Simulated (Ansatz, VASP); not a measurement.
**PtS2: VASP beside Ansatz**

One calculation is typed for both programs; each brings its own data sets. How far apart do they land? The cell is taken from a series of runs on this material, whose earlier steps may have relaxed, scaled, displaced or heated it; both programs get it as it stands.

Main program and level: Ansatz 0.2.0; plane waves, with VASP 6.6.1 beside it; single point at PBE.

## (1) The starting structure

The cell holds 9 atoms: 3 Pt and 6 S. Its edges and angles: a = 6.039 Å, b = 6.039 Å, c = 30.000 Å, α = 90.0°, β = 90.0°, γ = 60.0°. It derives from PtS2. Vacuum lies along c.

Coordinates:

```cif
data_structure
_symmetry_space_group_name_H-M 'P 1'
_symmetry_Int_Tables_number 1
_cell_length_a 6.0392
_cell_length_b 6.0392
_cell_length_c 30.0000
_cell_angle_alpha 90.000
_cell_angle_beta 90.000
_cell_angle_gamma 60.000
_cell_volume 947.56
loop_
_atom_site_label
_atom_site_type_symbol
_atom_site_fract_x
_atom_site_fract_y
_atom_site_fract_z
_atom_site_occupancy
Pt1 Pt 0.00000 0.33333 0.33333 1
Pt2 Pt 0.33333 0.66667 0.33333 1
Pt3 Pt 0.66667 0.00000 0.33333 1
S4 S 0.33333 0.00000 0.37959 1
S5 S 0.66667 0.33333 0.37959 1
S6 S 0.00000 0.66667 0.37959 1
S7 S 0.33333 0.00000 0.28708 1
S8 S 0.66667 0.33333 0.28708 1
S9 S 0.00000 0.66667 0.28708 1
```

## (2) VASP: single point, PBE, pair 1

With cell and atoms fixed, the geometry can't cause a difference; cores, projectors, grids and the points listed under the comparison can.

Lines of VASP's logs that name or quote its potential files are left out, and so is its time.

Input file INCAR:

```
SYSTEM = PtS2
PREC = Accurate
ENCUT = 400
EDIFF = 1E-06
NELM = 120
ISMEAR = 1
SIGMA = 0.2
LREAL = .FALSE.
ALGO = Normal
GGA = PE
NBANDS = 42
LASPH = .TRUE.
LORBIT = 11
LWAVE = .FALSE.
LCHARG = .FALSE.
ISIF = 2
LDIPOL = .TRUE.
IDIPOL = 3
DIPOL = 0.5 0.5 0.333
LVHAR = .TRUE.
GGA_COMPAT = .FALSE.
NELMDL = -8
KPAR = 2
```

Input file POSCAR:

```
PtS2
1.0
    5.2300815679      3.0195890012      0.0000000000
   -0.0000000001      6.0391780022      0.0000000000
    0.0000000000      0.0000000000     30.0000000000
Pt S
3 6
Direct
    0.0000000000      0.3333333333      0.3333333333
    0.3333333333      0.6666666667      0.3333333333
    0.6666666667      0.0000000000      0.3333333333
    0.3333333333      0.0000000000      0.3795907371
    0.6666666667      0.3333333333      0.3795907371
    0.0000000000      0.6666666667      0.3795907371
    0.3333333333      0.0000000000      0.2870759295
    0.6666666667      0.3333333333      0.2870759295
    0.0000000000      0.6666666667      0.2870759295
```

Input file KPOINTS:

```
Automatic mesh
0
Gamma
9 9 1
0 0 0
```

Potentials, in the order of the species: Pt and S (PBE family, release 64).

The run is started by

```bash
> mpirun -np 2 vasp_std
```

Numbers of over 12 decimals in the logs are rounded to 6 here.

Output:

```text
[banner, memory and clock lines left out]
running    2 mpi-ranks, on    1 nodes
 distrk:  each k-point on    1 cores,    2 groups
 distr:  one band on    1 cores,    1 groups

 POSCAR found type information on POSCAR PtS
 POSCAR found :  2 types and       9 ions
 LDA part: xc-table for (Slater+PW92), standard interpolation
 POSCAR, INCAR and KPOINTS ok, starting setup
 FFT: planning ... GRIDC
 FFT: planning ... GRID_SOFT
 FFT: planning ... GRID
 WAVECAR not read
 entering main loop
       N       E                     dE             d eps       ncg     rms          rms(c)
DAV:   1     0.537960476842E+03    0.53796E+03   -0.18285E+04  1008   0.917E+02
DAV:   2     0.503924034114E+02   -0.48757E+03   -0.46510E+03  1592   0.196E+02
DAV:   3    -0.405206159071E+02   -0.90913E+02   -0.89292E+02  1244   0.946E+01
DAV:   4    -0.440291689723E+02   -0.35086E+01   -0.33953E+01  1376   0.213E+01
DAV:   5    -0.441058717793E+02   -0.76703E-01   -0.75946E-01  1320   0.309E+00
DAV:   6    -0.441080360794E+02   -0.21643E-02   -0.21595E-02  1366   0.500E-01
DAV:   7    -0.441081104161E+02   -0.74337E-04   -0.74285E-04  1350   0.833E-02
DAV:   8    -0.441081138198E+02   -0.34037E-05   -0.34021E-05  1240   0.163E-02    0.312E+01
DAV:   9    -0.422040840389E+02    0.19040E+01   -0.18490E+01  1072   0.280E+01    0.241E+01
DAV:  10    -0.413302803464E+02    0.87380E+00   -0.75017E+00  1064   0.215E+01    0.826E+00
DAV:  11    -0.410215568914E+02    0.30872E+00   -0.87466E-01  1052   0.549E+00    0.201E+00
DAV:  12    -0.409752686537E+02    0.46288E-01   -0.15351E-01  1096   0.244E+00    0.678E-01
DAV:  13    -0.409768674940E+02   -0.15988E-02   -0.18954E-02  1192   0.594E-01    0.245E-01
DAV:  14    -0.409770631456E+02   -0.19565E-03   -0.22532E-03  1130   0.294E-01    0.106E-01
DAV:  15    -0.409770028472E+02    0.60298E-04   -0.30206E-04  1164   0.114E-01    0.448E-02
DAV:  16    -0.409770028419E+02    0.52478E-08   -0.55046E-05  1270   0.366E-02    0.283E-02
DAV:  17    -0.409770039328E+02   -0.10908E-05   -0.31669E-06  1004   0.826E-03    0.206E-02
DAV:  18    -0.409770047798E+02   -0.84704E-06   -0.25407E-06   912   0.751E-03
   1 F= -.40977005E+02 E0= -.40976089E+02  d E =-.274662E-02
```

From OUTCAR (step 2):

```text
ion  position               nearest neighbor table
   1  0.000  0.333  0.333-   7 2.45   4 2.45   8 2.45   5 2.45   9 2.45   6 2.45   2 3.49   3 3.49
                             3 3.49   2 3.49   3 3.49   2 3.49
   2  0.333  0.667  0.333-   7 2.45   4 2.45   9 2.45   6 2.45   8 2.45   5 2.45   1 3.49   3 3.49
                             3 3.49   1 3.49   3 3.49   1 3.49
   3  0.667  0.000  0.333-   8 2.45   5 2.45   9 2.45   6 2.45   7 2.45   4 2.45   1 3.49   2 3.49
                             2 3.49   1 3.49   2 3.49   1 3.49
   4  0.333  0.000  0.380-   2 2.45   1 2.45   3 2.45   7 2.78
   5  0.667  0.333  0.380-   3 2.45   1 2.45   2 2.45   8 2.78
   6  0.000  0.667  0.380-   3 2.45   2 2.45   1 2.45   9 2.78
   7  0.333  0.000  0.287-   2 2.45   1 2.45   3 2.45   4 2.78
   8  0.667  0.333  0.287-   3 2.45   1 2.45   2 2.45   5 2.78
   9  0.000  0.667  0.287-   3 2.45   2 2.45   1 2.45   6 2.78

  LATTYP: Found a hexagonal cell.
 ALAT       =     6.0391780022
 C/A-ratio  =     4.9675634646

 Subroutine GETGRP returns: Found 12 space group operations
 (whereof  6 operations were pure point group operations)

The static configuration has the point symmetry C_3v.
 The point group associated with its full space group is D_3h.

 Found     12 irreducible k-points:

   k-points           NKPTS =     12   k-points in BZ     NKDIM =     12   number of bands    NBANDS=     42

   dimension x,y,z NGX =    40 NGY =   40 NGZ =  196
   dimension x,y,z NGXF=    80 NGYF=   80 NGZF=  392

   ENCUT  =  400.0 eV  29.40 Ry    5.42 a.u.   9.85  9.85 48.92*2*pi/ulx,y,z

   NELECT =      66.0000    total number of electrons

 k-points in reciprocal lattice and weights: Automatic mesh
   0.00000000  0.00000000  0.00000000       0.012
   0.11111111  0.00000000  0.00000000       0.074
   0.22222222  0.00000000  0.00000000       0.074
   0.33333333 -0.00000000  0.00000000       0.074
   0.44444444  0.00000000  0.00000000       0.074
   0.22222222  0.11111111  0.00000000       0.074
   0.33333333  0.11111111  0.00000000       0.148
   0.44444444  0.11111111  0.00000000       0.148
  -0.44444444  0.11111111  0.00000000       0.074
   0.44444444  0.22222222  0.00000000       0.074
  -0.44444444  0.22222222  0.00000000       0.148
  -0.33333333  0.33333333  0.00000000       0.025

 dipolmoment           0.000000      0.000000      0.000008 electrons x Angstroem

 average (electrostatic) potential at core
       1 -77.8738       2 -77.8738       3 -77.8738       4 -95.6894       5 -95.6894
       6 -95.6894       7 -95.6894       8 -95.6894       9 -95.6894

 E-fermi :  -3.0606

 k-point     1 :       0.0000    0.0000    0.0000
  band No.  band energies     occupation
    ...
     27      -6.1218      2.00000
     28      -5.4322      2.00000
     29      -4.6431      2.00000
     30      -3.6558      2.00021
     31      -3.6558      2.00021
     32      -2.7641     -0.05684
     33      -2.7641     -0.05684
     34      -2.3687     -0.00001
     35      -2.3687     -0.00001
     36      -2.3249     -0.00000
    ...

 k-point     2 :       0.1111    0.0000    0.0000
  band No.  band energies     occupation
    ...
     27      -5.9492      2.00000
     28      -5.4894      2.00000
     29      -4.5971      2.00000
     30      -3.7216      2.00003
     31      -3.7055      2.00005
     32      -2.8864     -0.01202
     33      -2.7089     -0.03216
     34      -2.5309     -0.00116
     35      -2.4588     -0.00018
     36      -2.3862     -0.00002
    ...

 k-point     3 :       0.2222    0.0000    0.0000
  band No.  band energies     occupation
    ...
     28      -5.5852      2.00000
     29      -4.5166      2.00000
     30      -3.9119      2.00000
     31      -3.7807      2.00000
     32      -3.1462      1.65617
     33      -2.8710     -0.03771
     34      -2.7253     -0.03919
     35      -2.5586     -0.00222
     36      -2.5498     -0.00181
     37      -2.2778     -0.00000
    ...

  Total       -0.3712961     -0.3712961     -0.4067028     -0.0000000      0.0000000      0.0000000
  in kB       -0.6278030     -0.6278030     -0.6876702     -0.0000000      0.0000000      0.0000000
  external PRESSURE =      -0.6477588 kB  Pullay stress =       0.0000000 kB

  energy-cutoff  :      400.00
  volume of cell :      947.56
      direct lattice vectors                 reciprocal lattice vectors
     5.230081568  3.019589001  0.000000000     0.191201607  0.000000000  0.000000000
    -0.000000000  6.039178002  0.000000000    -0.095600803  0.165585449  0.000000000
     0.000000000  0.000000000 30.000000000     0.000000000  0.000000000  0.033333333

 POSITION                                       TOTAL-FORCE (eV/Angst)
 -----------------------------------------------------------------------------------
     -0.00000      2.01306     10.00000         0.000000     -0.000000     -0.000000
      1.74336      5.03265     10.00000        -0.000000     -0.000000     -0.000000
      3.48672      2.01306     10.00000         0.000000     -0.000000     -0.000000
      1.74336      1.00653     11.38772        -0.000000     -0.000000     -0.040803
      3.48672      4.02612     11.38772        -0.000000      0.000000     -0.040803
     -0.00000      4.02612     11.38772        -0.000000      0.000000     -0.040803
      1.74336      1.00653      8.61228        -0.000000      0.000000      0.040803
      3.48672      4.02612      8.61228         0.000000     -0.000000      0.040803
     -0.00000      4.02612      8.61228        -0.000000      0.000000      0.040803
 -----------------------------------------------------------------------------------
    total drift:                               -0.000000     -0.000000      0.000139

  FREE ENERGIE OF THE ION-ELECTRON SYSTEM (eV)
  ---------------------------------------------------
  free  energy   TOTEN  =       -40.9770047798 eV

  energy  without entropy=      -40.9742581631  energy(sigma->0) =      -40.97608924

 vacuum level on the upper side and lower side of the slab         2.117         2.117

 total charge
# of ion       s       p       d       tot
------------------------------------------
    1        0.632   0.670   8.016   9.319
    2        0.632   0.670   8.016   9.319
    3        0.632   0.670   8.016   9.319
    4        1.379   2.191   0.000   3.570
    5        1.379   2.191   0.000   3.570
    6        1.379   2.191   0.000   3.570
    7        1.379   2.191   0.000   3.570
    8        1.379   2.191   0.000   3.570
    9        1.379   2.191   0.000   3.570
--------------------------------------------------
tot         10.169  15.156  24.049  49.374

[... 3 further parts left out ...]
```

The run ends at a pressure of -0.06 GPa, with forces up to 0.041 eV/Å.

## (3) Ansatz: single point, PBE, pair 1

Ansatz runs on its PAW soft_1 files.

The same cell, functional, mesh and smearing now go to Ansatz, which takes its cutoff from its data sets.

Input file input.yaml:

```yaml
crystal:
  lattice:
    - [5.2300815679, 3.0195890012, 0.0]
    - [-1.0e-10, 6.0391780022, 0.0]
    - [0.0, 0.0, 30.0]
  atoms:
    - { symbol: Pt, position: [1.0, 0.3333333333, 0.3333333333] }
    - { symbol: Pt, position: [0.3333333333, 0.6666666667, 0.3333333333] }
    - { symbol: Pt, position: [0.6666666667, 0.0, 0.3333333333] }
    - { symbol: S, position: [0.3333333333, 1.0, 0.3795907371] }
    - { symbol: S, position: [0.6666666667, 0.3333333333, 0.3795907371] }
    - { symbol: S, position: [0.0, 0.6666666667, 0.3795907371] }
    - { symbol: S, position: [0.3333333333, 1.0, 0.2870759295] }
    - { symbol: S, position: [0.6666666667, 0.3333333333, 0.2870759295] }
    - { symbol: S, position: [0.0, 0.6666666667, 0.2870759295] }
  periodic: [true, true, false]
kpoints:
  mp_grid: { grid: [9, 9, 1] }
hamiltonian:
  xc: pbe
  pseudopotentials: { kind: paw, azcp: { folder: soft_1 } }
scf:
  occupations: { method: methfessel_paxton, width: 0.2 }
output:
  forces: true
  stress: true
  eigenvalues: true
```

The run is started by

```bash
> ansatz run input.yaml --threads 4 --pin off --max-ram 16384MiB --backend cpu --events-out ev --progress --plain --runs-dir out
```

Output:

```text
Engine: ansatz 0.2.0, aarch64-unknown-linux-gnu
Pseudopotentials: kind: paw
Pseudopotential: Pt, paw, valence charge 18, recommended cutoff 420 eV (normal), soft_1/Pt.paw.azcp
Pseudopotential: S, paw, valence charge 6, recommended cutoff 420 eV (normal), soft_1/S.paw.azcp
Functional definition: PBE
  parameter kappa = 0.804
  parameter beta = 0.066725
  exchange = pbe_x(kappa = kappa, mu = beta*pi^2/3)
  correlation = pbe_c(beta = beta)
Crystal: 9 atoms, lattice volume = 947.562 Å³
Basis set: ecut = 420 eV, 18503 PW (Γ), exchange–correlation on 90×90×432 points (8 copies of the dense FFT grid, shifted against one another)
Bands: 54, of which v1, the nominal top of the filled ones, is band 45 counted from 1 (44 counted from 0)
Symmetry: 36 space group operations
Space group: P-6m2 (ITA 187), of the structure as read, at distance tolerance 9.8e-5 Å
k-points: 12 of 81 (time reversal used)
Non-local potential: Pt, projectors of the file, l = 0: 3, l = 1: 2, l = 2: 2, l = 3: 1
Non-local potential: S, projectors of the file, l = 0: 2, l = 1: 2, l = 2: 1
PAW form: soft (Blöchl's): semilocal exchange-correlation on the pseudo side does not see the compensation charge
PAW one-centre angular grid: Pt, 590 points (default); XC on 64 Gauss nodes
PAW one-centre angular grid: S, 110 points (default); XC on 64 Gauss nodes
Initial density: superposition of atomic densities (neutral atoms: chi_scale 0, normalization atom)
Initial wavefunctions: pseudopotential atomic-orbital guess
Functional: x = pbe(κ = 0.804, μ = 0.219515), c = pbe(β = 0.066725)
SCF iter   1: F=—  HF=-42987.486030 eV  |F-HF|=—  |Δ(HF+E_count)|=         —  Δρ=3.80e-2  dr2=1.84e1  ethr=3.10e-3  ⟨swp⟩=13.6  Hψ=4394  notcnv=0
preconditioner: auto → LDOS  [metal: Δε(μ)=0.035 eV  Ē_g=7.637 eV  σ=0.200 eV  W_gap=0.15  n_scr=94 (ndim 8)  ℏωp=9.8 eV  f_vac=0.778  D(μ)=8.82/eV (n_scr^D=42)  β→1.0]
SCF iter   2: F=—  HF=-42984.905868 eV  |F-HF|=—  |Δ(HF+E_count)|=    2.58e0  S|Δr|=    0.00e0  Δρ=1.10e-2  dr2=2.24e0  ethr=3.10e-3  ⟨swp⟩=3.8  Hψ=1628  notcnv=0  defer=14
SCF iter   3: F=—  HF=-42984.622228 eV  |F-HF|=—  |Δ(HF+E_count)|=   2.84e-1  S|Δr|=    0.00e0  Δρ=7.28e-3  dr2=6.45e-1  ethr=2.49e-3  ⟨swp⟩=3.9  Hψ=1777  notcnv=0  defer=14
SCF iter   4: F=—  HF=-42984.448008 eV  |F-HF|=—  |Δ(HF+E_count)|=   1.74e-1  S|Δr|=    0.00e0  Δρ=1.27e-3  dr2=4.27e-2  ethr=7.17e-4  ⟨swp⟩=3.2  Hψ=1558  notcnv=0  defer=13
SCF iter   5: F=—  HF=-42984.444467 eV  |F-HF|=—  |Δ(HF+E_count)|=   3.54e-3  S|Δr|=    0.00e0  Δρ=2.89e-4  dr2=4.48e-4  ethr=4.74e-5  ⟨swp⟩=2.9  Hψ=1382  notcnv=0  defer=13
SCF iter   6: F=—  HF=-42984.444870 eV  |F-HF|=—  |Δ(HF+E_count)|=   4.03e-4  S|Δr|=    0.00e0  Δρ=4.82e-5  dr2=2.97e-5  ethr=4.97e-7  ⟨swp⟩=3.6  Hψ=1645  notcnv=0  defer=13
SCF iter   7: F=—  HF=-42984.445317 eV  |F-HF|=—  |Δ(HF+E_count)|=   4.46e-4  S|Δr|=    0.00e0  Δρ=1.55e-5  dr2=3.09e-6  ethr=3.30e-8  ⟨swp⟩=3.3  Hψ=1514  notcnv=0  defer=12
SCF iter   8: F=—  HF=-42984.445318 eV  |F-HF|=—  |Δ(HF+E_count)|=   1.32e-6  S|Δr|=    0.00e0  Δρ=3.56e-6  dr2=1.02e-7  ethr=1.11e-10  ⟨swp⟩=22.8  Hψ=5481  notcnv=0
SCF iter   9: F=-42984.445318 eV  HF=-42984.445318 eV  |F-HF|=5.91e-8  |Δ(HF+E_count)|=   1.89e-7  S|Δr|=    0.00e0  Δρ=9.96e-7  dr2=8.75e-9  ethr=1.11e-10  ⟨swp⟩=7.0  Hψ=2724  notcnv=0
SCF 1 converged in 9 iterations: F = -42984.445318 eV  dr2 = 8.75e-9
  greatest PAW one-centre occupation: 1.000 electrons in one spin orbital (limit 2), on the Pt atom at site 2 (counted from 0), in its partial waves of l = 0
SCF converged after 9 iterations
Stability not checked: this state was not tested for a lower state beside it, because cold or Methfessel-Paxton smearing, or corrected tetrahedra, fill the levels in a way that the test cannot read (fill_not_monotonic; see scf.lower_state_search)
Free energy (F): -42984.445318 eV
Harris-Foulkes:  -42984.445318 eV  (|F-HF|=5.91e-8)
Internal energy: -42984.442343 eV  (E = F + TS)
E sigma→0 (E₀):  -42984.444574 eV
Entropy (-TS):   -0.002975 eV (-0.331 meV/atom)
Fermi energy:    -5.190617 eV
--- Per-component energies (eV) ---
  E_band       = -2393.107171
  E_kinetic    = 2409.435472
  E_local      = -154421.767045  (includes V_loc(G=0)·N_el)
  E_nonlocal   = 819.153106
  E_hartree    = 75554.390559
  E_xc         = -1221.731172
  E_vxc        = -1298.910136  (∫ρ·V_xc dr)
  E_paw        = -32101.979868  (= ΣΔE_a)
  E_vpaw       = -1009.824394  (= ΣTr[D̂ρ^β])
  E_aug_tail   = 0.003342  (compensation charges beyond the density's cutoff)
  E_ewald      = 65978.053263
  E_smearing   = -0.002975  (= −TS)
  E_closure    = -0.000000  (closes the sum)
  Σ components = -42984.445318   (vs F -42984.445318, Δ=0.00e0)
--- Forces (eV/Å), atoms counted from 1 ---
  atom   1  Pt     0.00000000    -0.00000000    -0.00000000
  atom   2  Pt     0.00000000    -0.00000000    -0.00000000
  atom   3  Pt     0.00000000    -0.00000000    -0.00000000
  atom   4  S      0.00000000    -0.00000000    -0.00055463
  atom   5  S      0.00000000    -0.00000000    -0.00055463
  atom   6  S      0.00000000    -0.00000000    -0.00055463
  atom   7  S      0.00000000    -0.00000000     0.00055463
  atom   8  S      0.00000000    -0.00000000     0.00055463
  atom   9  S      0.00000000    -0.00000000     0.00055463
  max |Σ_I F_I| component: 5.99e-16 eV/Å
--- 2D stress c σ (N/m, compression-positive) ---
       -0.003266      -0.000000      -0.000000
       -0.000000      -0.003266       0.000000
        0.000000       0.000000       0.000000
  P = ½ c Tr σ = -0.0033 N/m
--- Band table (eV; the first three rows and the last of 12) ---
  k-point 0: bands = [... 41 lower, -5.7927, -5.7927, -4.8877, -4.8877, -4.4976, -4.4976, -4.4449, -4.4449, ... 5 higher]
  k-point 1: bands = [... 41 lower, -5.8583, -5.8419, -5.0106, -4.8324, -4.6606, -4.5879, -4.5092, -4.4595, ... 5 higher]
  k-point 2: bands = [... 41 lower, -6.0481, -5.9157, -5.2724, -5.0013, -4.8549, -4.6858, -4.6730, -4.4036, ... 5 higher]
  k-point 11: bands = [... 41 lower, -6.2616, -6.1000, -6.1000, -6.1000, -4.6760, -4.6760, -4.6760, -4.0404, ... 5 higher]
  ° read free of the cell's end (the report's vacuum.weakly_bound_levels)
```

In the SCF lines HF is the Harris–Foulkes energy and dr2 the Hartree energy of the density residual, in eV; the loop may stop once dr2 is under the threshold and the program's other checks hold. Hψ counts applications of the Hamiltonian.

## (4) Differences

Known differences besides the potentials themselves: Ansatz cuts the interaction across the vacuum, VASP repeats the sheet with a dipole correction; the data sets hold 90 valence electrons in Ansatz (on its PAW soft_1 files) and 66 in VASP; the cutoff is 420 eV in Ansatz and 400 eV in VASP. Total energies have different zeros and are not compared.

At this near-relaxed geometry the largest component of a force difference is 40 meV/Å. With vacuum in the cell, a pressure given here is an average over mostly empty space and none of the material.

## (5) Further runs

Further runs change the set-up of one program: Ansatz's method, potentials or start, or VASP's data sets, cutoff or form of LDA. The table gives that difference for each run.

```csv
run,r.m.s. force difference (meV/Å)
as above,19
VASP with the data sets Pt_sv_GW and S and a cutoff of 430 eV,7.8
```

(Part 1 of 2 ends here.)

[Lines on the potential files, build, host, timing and source positions are cut from VASP's logs without a mark.]

[Logs are printed without paths, hosts, clocks, repeated set-up lines and the standing remarks that a program may print on its own settings, such as how far it seeks lower states.]

[Hosts, paths, dates, database ids (printed as entryN), source tags and the programs' standing remarks are cut or masked in the printed files.]
